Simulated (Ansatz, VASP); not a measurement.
# Au: VASP beside Ansatz, part 2 of 2

One calculation is typed for both programs; each brings its own data sets. How far apart do they land? Of the first pair: The cell is taken from a series of runs on this material, whose earlier steps may have relaxed, scaled, displaced or heated it; both programs get it as it stands.

VASP 6.6.1 and Ansatz 0.2.0.

So far: Starting point; Ansatz: relaxation of cell and atoms, PBEsol; VASP: relaxation of cell and atoms, PBEsol; Comparison; Ansatz: relaxation, PBEsol.

**6. VASP: single point, PBEsol, pair 2**

Level of this step: PBEsol; plane waves and PAW (Au) (VASP).

The same cell, functional, mesh and smearing now go to VASP, with its own data sets.

INCAR reads:

```
SYSTEM = Au
PREC = Accurate
ENCUT = 500
EDIFF = 1E-06
NELM = 120
ISMEAR = -1
SIGMA = 0.05
LREAL = .FALSE.
ALGO = Normal
GGA = PS
NBANDS = 11
LASPH = .TRUE.
LORBIT = 11
LWAVE = .FALSE.
LCHARG = .FALSE.
ISIF = 2
GGA_COMPAT = .FALSE.
KPAR = 2
```

POSCAR reads:

```
Au
1.0
    0.0000000000      2.0584468171      2.0584468171
    2.0584468171      0.0000000000      2.0584468171
    2.0584468171      2.0584468171      0.0000000000
Au
1
Direct
    0.0000000000      0.0000000000      0.0000000000
```

KPOINTS reads:

```
Automatic mesh
0
Gamma
18 18 18
0 0 0
```

PAW data sets: Au (PBE family, release 64).

Command:

```
$ mpirun -np 2 vasp_std
```

Numbers of over 12 decimals in the logs are rounded to 6 here.

The log of the run:

```text
[banner, memory and clock lines left out]
running    2 mpi-ranks, on    1 nodes
[...]
[... a notice as in an earlier step ...]

 LDA part: xc-table for (Slater+PW92), standard interpolation
 POSCAR, INCAR and KPOINTS ok, starting setup
[...]
entering main loop
       N       E                     dE             d eps       ncg     rms          rms(c)
DAV:   1     0.457313586144E+02    0.45731E+02   -0.54573E+03  4594   0.857E+02
DAV:   2    -0.368044302392E+01   -0.49412E+02   -0.46431E+02  4821   0.188E+02
DAV:   3    -0.425552533376E+01   -0.57508E+00   -0.57468E+00  4946   0.201E+01
DAV:   4    -0.425741976923E+01   -0.18944E-02   -0.18943E-02  4785   0.132E+00
[...]
DAV:   9    -0.391980158560E+01    0.12098E-04   -0.73748E-06  4827   0.255E-02    0.110E-02
DAV:  10    -0.391980468847E+01   -0.31029E-05   -0.11344E-06  4662   0.976E-03    0.130E-03
DAV:  11    -0.391980468934E+01   -0.86982E-09   -0.39376E-08  2448   0.172E-03
   1 F= -.39198047E+01 E0= -.39187068E+01  d E =-.219573E-02
```

From OUTCAR (step 6):

```text
  Total       -0.4610446     -0.4610446     -0.4610446      0.0000000      0.0000000     -0.0000000
  in kB      -42.3452403    -42.3452403    -42.3452403      0.0000000      0.0000000     -0.0000000
  external PRESSURE =     -42.3452403 kB  Pullay stress =       0.0000000 kB

 POSITION                                       TOTAL-FORCE (eV/Angst)
 -----------------------------------------------------------------------------------
      0.00000      0.00000      0.00000         0.000000      0.000000      0.000000
 -----------------------------------------------------------------------------------
    total drift:                               -0.000000      0.000000      0.000000

  FREE ENERGIE OF THE ION-ELECTRON SYSTEM (eV)
  ---------------------------------------------------
  free  energy   TOTEN  =        -3.9198046893 eV

  energy  without entropy=       -3.9176089557  energy(sigma->0) =       -3.91870682

[... 1 part as in an earlier step ...]

[... 2 further parts left out ...]
[key lines of the parts left out:]
E-fermi :   8.8529
```

The run ends at a pressure of -4.23 GPa.

**7. Differences**

What differs besides the data sets and the points named for the pairs above, as far as they apply: the data sets hold 19 valence electrons in Ansatz (on its PAW soft_1 files) and 11 in VASP; Ansatz's pressure holds a Pulay correction, VASP's none. Total energies have different zeros and are not compared.

Compared:

```tsv
quantity	Ansatz	VASP	difference
pressure (GPa)	-4.00	-4.23	+0.24
```

**8. Ansatz: relaxation, PBEsol**

This run makes the geometry at which the two programs are then compared. The cell compared in this pair holds 16.20 Å³, against 17.44 Å³ for the pair before.

The structure compared here is the end of the Ansatz relaxation.

input.yaml reads:

```yaml
crystal:
  lattice:
    - [0.0, 2.0417383949, 2.0417383949]
    - [2.0417383949, 0.0, 2.0417383949]
    - [2.0417383949, 2.0417383949, 0.0]
  atoms:
    - { symbol: Au, position: [0.0, 0.0, 0.0] }
kpoints:
  mp_grid: { grid: [18, 18, 18] }
scf:
  occupations: { method: fermi_dirac, width: 0.05 }
hamiltonian:
  xc: pbesol
  pseudopotentials: { kind: paw, azcp: { folder: soft_1 }, xc_functional: pbe }
basis:
  ecutwfc: 600
output:
  forces: true
  stress: true
relax:
  f_tol: 0.005
  max_steps: 70
  cell: { stress_tol: 0.02, p_target: 10 }
```

Command:

```
$ ansatz run input.yaml --threads 4 --pin off --max-ram 10240MiB --backend cpu --events-out ev --progress --plain --runs-dir out
```

The log of the run:

```text
[...]
Crystal: 1 atoms, lattice volume = 17.023 Å³
Basis set: ecut = 600 eV, 537 PW (Γ), exchange–correlation on 48×48×48 points (8 copies of the dense FFT grid, shifted against one another)
Bands: 14, of which v1, the nominal top of the filled ones, is band 10 counted from 1 (9 counted from 0)
Symmetry: 48 space group operations
[...]
k-points: 195 of 5832
[...]
--- Stress (GPa, compression-positive) ---
       10.011233      -0.000000      -0.000000
       -0.000000      10.011233      -0.000000
       -0.000000      -0.000000      10.011233
  P = ⅓ Tr σ = 10.0112 GPa (100.112 kbar)
--- Relaxed structure (4 steps of the walk, 3 accepted, 1 SCFs on fresh bases) ---
[...]
cell:  # Å, volume = 16.1977 Å³
    - [0, 2.008202, 2.008202]
    - [2.008202, 0, 2.008202]
    - [2.008202, 2.008202, 0]
  atoms:
    - { symbol: Au, position: [0.0, 0.0, 0.0] }
[key lines of the parts left out:]
SCF converged after 5 iterations
Free energy (F): -13008.819510 eV
Fermi energy:    21.822104 eV
```

**9. VASP: single point, PBEsol, pair 3**

The same cell, functional, mesh and smearing now go to VASP, with its own data sets.

INCAR is that of step 6.

POSCAR reads:

```
Au
1.0
    0.0000000000      2.0082020645      2.0082020645
    2.0082020645      0.0000000000      2.0082020645
    2.0082020645      2.0082020645      0.0000000000
Au
1
Direct
    0.0000000000      0.0000000000      0.0000000000
```

KPOINTS is that of step 6.

Command:

```
$ mpirun -np 2 vasp_std
```

The log of the run:

```text
[... set-up lines as in an earlier step ...]
 entering main loop
       N       E                     dE             d eps       ncg     rms          rms(c)
DAV:   1     0.455511416278E+02    0.45551E+02   -0.56230E+03  4538   0.872E+02
DAV:   2    -0.363617573378E+01   -0.49187E+02   -0.46405E+02  4896   0.189E+02
DAV:   3    -0.423719051217E+01   -0.60101E+00   -0.60035E+00  4933   0.204E+01
DAV:   4    -0.423905189589E+01   -0.18614E-02   -0.18613E-02  4803   0.133E+00
[...]
DAV:   9    -0.390191306820E+01    0.11664E-04   -0.10339E-05  4887   0.318E-02    0.941E-03
DAV:  10    -0.390191593932E+01   -0.28711E-05   -0.10866E-06  4558   0.849E-03    0.826E-04
DAV:  11    -0.390191597767E+01   -0.38345E-07   -0.41052E-08  2460   0.181E-03
   1 F= -.39019160E+01 E0= -.39007033E+01  d E =-.242535E-02
```

OUTCAR, selected parts (step 9):

```text
  Total        0.9819581      0.9819581      0.9819581      0.0000000     -0.0000000     -0.0000000
  in kB       97.1295366     97.1295366     97.1295366      0.0000000     -0.0000000     -0.0000000
  external PRESSURE =      97.1295366 kB  Pullay stress =       0.0000000 kB

 POSITION                                       TOTAL-FORCE (eV/Angst)
 -----------------------------------------------------------------------------------
      0.00000      0.00000      0.00000        -0.000000     -0.000000     -0.000000
 -----------------------------------------------------------------------------------
    total drift:                               -0.000000      0.000000      0.000000

  FREE ENERGIE OF THE ION-ELECTRON SYSTEM (eV)
  ---------------------------------------------------
  free  energy   TOTEN  =        -3.9019159777 eV

  energy  without entropy=       -3.8994906242  energy(sigma->0) =       -3.90070330

[... 1 part as in an earlier step ...]

[... 2 further parts left out ...]
[key lines of the parts left out:]
E-fermi :  10.1501
```

The run ends at a pressure of 9.71 GPa.

**10. Side by side**

What differs besides the data sets and the points named for the pairs above, as far as they apply: the data sets hold 19 valence electrons in Ansatz (on its PAW soft_1 files) and 11 in VASP. Total energies have different zeros and are not compared.

The two programs side by side:

```tsv
quantity	Ansatz	VASP	difference
pressure (GPa)	10.01	9.71	+0.30
```

**11. Results**

```json
{"difference in volume (relaxation of cell and atoms, PBEsol)": "0.15 %", "difference in pressure (single point, PBEsol, pair 2)": "0.24 GPa", "difference in pressure (single point, PBEsol, pair 3)": "0.30 GPa"}
```

**Reading.** The difference in pressure is 0.30 GPa (single point, PBEsol, pair 3), within the 1 GPa picked in this series as the mark of a large difference. The data sets hold unlike numbers of valence electrons (19 in Ansatz and 11 in VASP), so part of the differences comes from the potentials. 4 further runs of this series are not shown here. Such differences can come from data sets, numerical settings and the points named under the comparisons, not from the functional's error against experiment.

[Lines on the potential files, build, host, timing and source positions are cut from VASP's logs without a mark.]

[Logs are printed without paths, hosts, clocks, repeated set-up lines and the standing remarks that a program may print on its own settings, such as how far it seeks lower states.]

[Hosts, paths, dates, database ids (printed as entryN), source tags and the programs' standing remarks are cut or masked in the printed files.]
